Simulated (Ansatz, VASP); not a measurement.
# Ge (Germanium): VASP beside Ansatz, part 3 of 3

Aim: how closely do two programs agree when they are given the same cell, functional and k mesh? The cell is taken from a series of runs on this material, whose earlier steps may have relaxed, scaled, displaced or heated it; both programs get it as it stands.

VASP 6.6.1 and Ansatz 0.2.0.

So far: Starting point; Ansatz: zone-centre phonons, LDA; VASP: zone-centre phonons, LDA.

**3. VASP: zone-centre phonons, LDA (continued)**

Level of this step: LDA; plane waves and PAW (Ge_d) (VASP).

Numbers of over 12 decimals in the logs are rounded to 6 here.

From OUTCAR (step 3):

```text
ion  position               nearest neighbor table
   1  0.500  0.500  0.500-   2 2.43   2 2.43   2 2.43   2 2.43
   2  0.750  0.750  0.750-   1 2.43   1 2.43   1 2.43   1 2.43

  LATTYP: Found a face centered cubic cell.
 ALAT       =     5.6214853448

 Subroutine GETGRP returns: Found 12 space group operations
 (whereof  6 operations were pure point group operations)

The static configuration has the point symmetry C_3v.
 The point group associated with its full space group is D_3d.

   k-points           NKPTS =   1728   k-points in BZ     NKDIM =   1728   number of bands    NBANDS=     20

   dimension x,y,z NGX =    30 NGY =   30 NGZ =   30
   dimension x,y,z NGXF=    60 NGYF=   60 NGZF=   60

   ENCUT  =  500.0 eV  36.75 Ry    6.06 a.u.   7.25  7.25  7.25*2*pi/ulx,y,z

   NELECT =      28.0000    total number of electrons

 k-points in reciprocal lattice and weights: Points of the shifted mesh
   0.04166667  0.04166667  0.04166667       0.001
   0.04166667  0.04166667  0.12500000       0.001
   0.04166667  0.04166667  0.20833333       0.001
   0.04166667  0.04166667  0.29166667       0.001
   0.04166667  0.04166667  0.37500000       0.001
   0.04166667  0.04166667  0.45833333       0.001
   0.04166667  0.04166667  0.54166667       0.001
   0.04166667  0.04166667  0.62500000       0.001
   0.04166667  0.04166667  0.70833333       0.001
[...]
0.95833333  0.95833333  0.87500000       0.001
   0.95833333  0.95833333  0.95833333       0.001

 average (electrostatic) potential at core
       1 -75.2493       2 -75.2493

  Total        0.0087010      0.0087010      0.0087010     -0.0019267     -0.0019267     -0.0019267
  in kB        0.3138980      0.3138980      0.3138980     -0.0695063     -0.0695063     -0.0695063
  external PRESSURE =       0.3138980 kB  Pullay stress =       0.0000000 kB

  energy-cutoff  :      500.00
  volume of cell :       44.41
      direct lattice vectors                 reciprocal lattice vectors
     0.000000000  2.810742672  2.810742672    -0.177888928  0.177888928  0.177888928
     2.810742672  0.000000000  2.810742672     0.177888928 -0.177888928  0.177888928
     2.810742672  2.810742672  0.000000000     0.177888928  0.177888928 -0.177888928

 POSITION                                       TOTAL-FORCE (eV/Angst)
 -----------------------------------------------------------------------------------
      2.81061      2.81061      2.81061        -0.000088     -0.000088     -0.000088
      4.21625      4.21625      4.21625         0.000088      0.000088      0.000088
 -----------------------------------------------------------------------------------
    total drift:                               -0.000000      0.000000      0.000000

 Eigenvectors and eigenvalues of the dynamical matrix
 ----------------------------------------------------

   1 f  =    8.866518 THz    55.709975 2PiTHz  295.755202 cm-1    36.668955 meV
             X         Y         Z           dx          dy          dz
      2.810609  2.810609  2.810609     0.408248    0.408248    0.408248
      4.216248  4.216248  4.216248    -0.408248   -0.408248   -0.408248

   2 f  =    8.865879 THz    55.705961 2PiTHz  295.733895 cm-1    36.666313 meV
             X         Y         Z           dx          dy          dz
      2.810609  2.810609  2.810609     0.288675    0.288675   -0.577350
      4.216248  4.216248  4.216248    -0.288675   -0.288675    0.577350

   3 f  =    8.865879 THz    55.705961 2PiTHz  295.733895 cm-1    36.666313 meV
             X         Y         Z           dx          dy          dz
      2.810609  2.810609  2.810609     0.500000   -0.500000   -0.000000
      4.216248  4.216248  4.216248    -0.500000    0.500000   -0.000000

   4 f  =    0.000000 THz     0.000001 2PiTHz    0.000006 cm-1     0.000001 meV
             X         Y         Z           dx          dy          dz
      2.810609  2.810609  2.810609     0.002818    0.054465   -0.705000
      4.216248  4.216248  4.216248     0.002818    0.054465   -0.705000

   5 f  =    0.000000 THz     0.000000 2PiTHz    0.000001 cm-1     0.000000 meV
             X         Y         Z           dx          dy          dz
      2.810609  2.810609  2.810609     0.261516    0.654937    0.051643
      4.216248  4.216248  4.216248     0.261516    0.654937    0.051643

   6 f/i=    0.000000 THz     0.000000 2PiTHz    0.000002 cm-1     0.000000 meV
             X         Y         Z           dx          dy          dz
      2.810609  2.810609  2.810609     0.656964   -0.260943   -0.017533
      4.216248  4.216248  4.216248     0.656964   -0.260943   -0.017533

 ELASTIC MODULI CONTR FROM IONIC RELAXATION (kBar)
 Direction    XX          YY          ZZ          XY          YZ          ZX
 --------------------------------------------------------------------------------
 XX          -0.0168     -0.0054     -0.0054      0.4528      1.9839      0.1719
 YY          -0.0054     -0.0168     -0.0054      0.1719      0.4528      1.9839
 ZZ          -0.0054     -0.0054     -0.0168      1.9839      0.1719      0.4528
 XY           0.4528      0.1719      1.9839   -248.6912      1.5343      1.5343
 YZ           1.9839      0.4528      0.1719      1.5343   -248.6912      1.5343
 ZX           0.1719      1.9839      0.4528      1.5343      1.5343   -248.6912
 --------------------------------------------------------------------------------
```

**4. Differences**

Known differences besides the potentials themselves: the cutoff is 420 eV in Ansatz and 500 eV in VASP; VASP's log shows a relativistic correction to its local exchange, Ansatz's none. Total energies have different zeros and are not compared.

Both answers:

| quantity | Ansatz | VASP | difference |
| --- | --- | --- | --- |
| optical mode 1 to 3 (cm⁻¹) | 293.9 | 295.7 | -0.63 % |

Modes are paired by rising frequency, not by their patterns, so a pair may set unlike modes beside each other; they are those without the splitting of longitudinal modes.

**5. Outcome**

```
r.m.s. difference of the optical zone-centre modes, each program's sorted by frequency (zone-centre phonons, LDA) : 1.9 cm⁻¹
difference in optical mode 1 to 3 (zone-centre phonons, LDA)                                                      : -0.6 %
```

**Reading.** The r.m.s. difference of the optical zone-centre modes, each program's sorted by frequency is 1.9 cm⁻¹ (zone-centre phonons, LDA). Among the rows given in per cent, the largest difference of the zone-centre phonons, LDA pair is in optical mode 1 to 3, -0.6 %. Such differences can come from data sets, numerical settings and the points named under the comparisons, not from the functional's error against experiment.

[Lines on the potential files, build, host, timing and source positions are cut from VASP's logs without a mark.]

[Logs are printed without paths, hosts, clocks, repeated set-up lines and the standing remarks that a program may print on its own settings, such as how far it seeks lower states.]

[Hosts, paths, dates, database ids (printed as entryN), source tags and the programs' standing remarks are cut or masked in the printed files.]
